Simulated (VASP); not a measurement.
Computed with TPSS meta-GGA, VASP's PBE PAW potentials (set 64) (plane waves; VASP).

Input for VASP

File KPOINTS:
```
Automatic mesh
0
Gamma
5 5 7
0 0 0
```

**INCAR**
```
SYSTEM  =  SnO2
PREC  =  Accurate; ENCUT  =  520; LREAL  =  .FALSE.
LASPH  =  .TRUE.
EDIFF  =  1E-7; NELM  =  100; ALGO  =  Normal
LMAXMIX  =  4; LMIXTAU  =  .TRUE.
ISMEAR  =  0; SIGMA  =  0.05
METAGGA  =  TPSS
IBRION  =  2; NSW  =  30; ISIF  =  4
EDIFFG  =  -0.01
LWAVE  =  .FALSE.; LCHARG  =  .FALSE.
```

POSCAR:
```
SnO2
1
    4.8521449126     0.0000000000     0.0000000000
    0.0000000000     4.8521449126     0.0000000000
    0.0000000000     0.0000000000     3.2748817096
Sn O
2 4
Direct
  0.0000000000   0.0000000000   0.0000000000
  0.5000000000   0.5000000000   0.5000000000
  0.3063762501   0.3063762501   0.0000000000
  0.8063762501   0.1936237499   0.5000000000
  0.1936237499   0.8063762501   0.5000000000
  0.6936237499   0.6936237499   0.0000000000
```

POTCAR, in this order: Sn_d O (PBE.64 set). Program: vasp_std.

Output

File OSZICAR:
```
       N       E                     dE             d eps       ncg     rms          rms(c)
DAV:   1     0.679007745148E+03    0.67901E+03   -0.26553E+04  1582   0.262E+03
DAV:   2     0.104374572547E+03   -0.57463E+03   -0.55926E+03  1510   0.710E+02
DAV:   3    -0.594517809090E+01   -0.11032E+03   -0.10866E+03  1784   0.256E+02
DAV:   4    -0.115944767904E+02   -0.56493E+01   -0.56110E+01  1776   0.648E+01
DAV:   5    -0.117188283175E+02   -0.12435E+00   -0.12429E+00  1824   0.998E+00    0.189E+01
DAV:   6    -0.696054700773E+02   -0.57887E+02   -0.26952E+02  1670   0.143E+02    0.177E+01
DAV:   7    -0.660052189193E+02    0.36003E+01   -0.47203E+00  2210   0.310E+01    0.132E+01
DAV:   8    -0.667553084768E+02   -0.75009E+00   -0.77115E+01  2292   0.118E+02    0.146E+01
DAV:   9    -0.630141886848E+02    0.37411E+01   -0.17365E+01  2206   0.375E+01    0.484E+00
DAV:  10    -0.630882770853E+02   -0.74088E-01   -0.64584E-01  1587   0.526E+00    0.432E+00
DAV:  11    -0.628062820067E+02    0.28200E+00   -0.92249E-01  2171   0.967E+00    0.977E-01
DAV:  12    -0.628177144272E+02   -0.11432E-01   -0.19287E-01  2233   0.375E+00    0.271E-01
DAV:  13    -0.628212771870E+02   -0.35628E-02   -0.75098E-03  1754   0.621E-01    0.279E-01
DAV:  14    -0.628190589183E+02    0.22183E-02   -0.75712E-03  2077   0.133E+00    0.142E-01
DAV:  15    -0.628233307998E+02   -0.42719E-02   -0.69228E-03  2244   0.106E+00    0.123E-01
DAV:  16    -0.628226581845E+02    0.67262E-03   -0.11273E-03  1984   0.409E-01    0.403E-02
DAV:  17    -0.628230915819E+02   -0.43340E-03   -0.75104E-04  1719   0.228E-01    0.278E-02
DAV:  18    -0.628232171775E+02   -0.12560E-03   -0.26298E-05  1850   0.550E-02    0.208E-02
DAV:  19    -0.628232451859E+02   -0.28008E-04   -0.39019E-05  1881   0.450E-02    0.295E-03
DAV:  20    -0.628232551309E+02   -0.99449E-05   -0.30998E-06  2096   0.188E-02    0.179E-03
DAV:  21    -0.628232555496E+02   -0.41874E-06   -0.38015E-07  1615   0.848E-03    0.117E-03
DAV:  22    -0.628232561295E+02   -0.57987E-06   -0.18852E-07  1297   0.499E-03    0.128E-03
DAV:  23    -0.628232561664E+02   -0.36974E-07   -0.10885E-07  1066   0.332E-03
   1 F= -.62823256E+02 E0= -.62823256E+02  d E =-.628233E+02
       N       E                     dE             d eps       ncg     rms          rms(c)
DAV:   1    -0.628294562865E+02   -0.62002E-02   -0.96595E-01  1536   0.712E+00    0.565E-01
DAV:   2    -0.628279490010E+02    0.15073E-02   -0.47971E-02  1817   0.192E+00    0.325E-01
DAV:   3    -0.628253931860E+02    0.25558E-02   -0.50115E-03  1950   0.806E-01    0.876E-02
DAV:   4    -0.628256664283E+02   -0.27324E-03   -0.16847E-03  1906   0.378E-01    0.201E-02
DAV:   5    -0.628257189945E+02   -0.52566E-04   -0.50156E-04  1622   0.229E-01    0.172E-02
DAV:   6    -0.628260134769E+02   -0.29448E-03   -0.11940E-04  1680   0.913E-02    0.424E-03
DAV:   7    -0.628260217746E+02   -0.82977E-05   -0.13438E-05  1754   0.297E-02    0.289E-03
DAV:   8    -0.628260270172E+02   -0.52426E-05   -0.31656E-06  1750   0.146E-02    0.749E-04
DAV:   9    -0.628260275916E+02   -0.57439E-06   -0.61959E-07  1513   0.707E-03    0.313E-04
DAV:  10    -0.628260279495E+02   -0.35788E-06   -0.23776E-07  1484   0.409E-03    0.272E-04
DAV:  11    -0.628260279485E+02    0.99681E-09   -0.19059E-08   982   0.128E-03
   2 F= -.62826028E+02 E0= -.62826028E+02  d E =-.277178E-02
       N       E                     dE             d eps       ncg     rms          rms(c)
DAV:   1    -0.628260535179E+02   -0.25568E-04   -0.41895E-03  1566   0.469E-01    0.373E-02
DAV:   2    -0.628260474030E+02    0.61149E-05   -0.20834E-04  1817   0.128E-01    0.215E-02
DAV:   3    -0.628260366263E+02    0.10777E-04   -0.21331E-05  2028   0.524E-02    0.586E-03
DAV:   4    -0.628260375993E+02   -0.97302E-06   -0.70941E-06  1955   0.240E-02    0.135E-03
DAV:   5    -0.628260377596E+02   -0.16030E-06   -0.19977E-06  1621   0.144E-02    0.112E-03
DAV:   6    -0.628260387188E+02   -0.95918E-06   -0.52051E-07  1448   0.604E-03    0.288E-04
DAV:   7    -0.628260387964E+02   -0.77588E-07   -0.77923E-08  1045   0.243E-03
   3 F= -.62826039E+02 E0= -.62826039E+02  d E =-.278263E-02
       N       E                     dE             d eps       ncg     rms          rms(c)
DAV:   1    -0.628261026028E+02   -0.63884E-04   -0.19903E-02  1488   0.996E-01    0.670E-02
DAV:   2    -0.628261149076E+02   -0.12305E-04   -0.53656E-04  1940   0.205E-01    0.404E-02
DAV:   3    -0.628260918881E+02    0.23019E-04   -0.45848E-05  2034   0.787E-02    0.103E-02
DAV:   4    -0.628260990809E+02   -0.71927E-05   -0.24678E-05  1783   0.450E-02    0.182E-03
DAV:   5    -0.628261026565E+02   -0.35757E-05   -0.79618E-06  1628   0.269E-02    0.143E-03
DAV:   6    -0.628261054205E+02   -0.27639E-05   -0.53701E-07  1486   0.716E-03    0.640E-04
DAV:   7    -0.628261055160E+02   -0.95470E-07   -0.71058E-08  1073   0.254E-03
   4 F= -.62826106E+02 E0= -.62826106E+02  d E =-.667196E-04
```

OUTCAR:
```
------------------------ aborting loop because EDIFF is reached ----------------------------------------
  FORCE on cell =-STRESS in cart. coord.  units (eV):
  Direction    XX          YY          ZZ          XY          YZ          ZX
  --------------------------------------------------------------------------------------
  Total       -2.3384714     -2.3384714     -2.3548415      0.0000000      0.0000000      0.0000000
  in kB      -48.5936487    -48.5936487    -48.9338195      0.0000000      0.0000000      0.0000000
  external PRESSURE =     -48.7070390 kB  Pullay stress =       0.0000000 kB
  volume of cell :       77.10
      direct lattice vectors                 reciprocal lattice vectors
     4.864796929 -0.000000000  0.000000000     0.205558426  0.000000000  0.000000000
    -0.000000000  4.864796929  0.000000000     0.000000000  0.205558426  0.000000000
     0.000000000  0.000000000  3.257869704     0.000000000  0.000000000  0.306949047
 POSITION                                       TOTAL-FORCE (eV/Angst)
 -----------------------------------------------------------------------------------
      4.86480     -0.00000      3.25787        -0.000000      0.000000      0.000000
      2.43240      2.43240      1.62893        -0.000000      0.000000      0.000000
      1.49317      1.49317      3.25787        -0.002220     -0.002220      0.000000
      3.92556      0.93923      1.62893        -0.002220      0.002220     -0.000000
      0.93923      3.92556      1.62893         0.002220     -0.002220      0.000000
      3.37163      3.37163      0.00000         0.002220      0.002220     -0.000000
 -----------------------------------------------------------------------------------
    total drift:                                0.000000      0.000000      0.000000
  FREE ENERGIE OF THE ION-ELECTRON SYSTEM (eV)
  ---------------------------------------------------
  free  energy   TOTEN  =       -62.8261055160 eV

  energy  without entropy=      -62.8261055159  energy(sigma->0) =      -62.82610552

 reached required accuracy - stopping structural energy minimisation
```
(Selected blocks of OUTCAR.)

File CONTCAR:
```
SnO2
   1.00000000000000
     4.8647969286049380   -0.0000000000000000    0.0000000000000000
    -0.0000000000000000    4.8647969286049380    0.0000000000000000
     0.0000000000000000    0.0000000000000000    3.2578697038342246
  Sn              O
     2     4
Direct
     1.0000000000000000    0.0000000000000000    1.0000000000000000
     0.5000000000000000    0.5000000000000000    0.5000000000000000
     0.3069326622592314    0.3069326622592314    1.0000000000000000
     0.8069326622592314    0.1930673377407686    0.5000000000000000
     0.1930673377407686    0.8069326622592314    0.5000000000000000
     0.6930673377407686    0.6930673377407686    0.0000000000000000
```

The compound is SnO2 in the rutile structure. This cell is one point of a volume scan, at 1.03 of the reference volume. Symmetry was kept, so distortions that lower it aren't found.
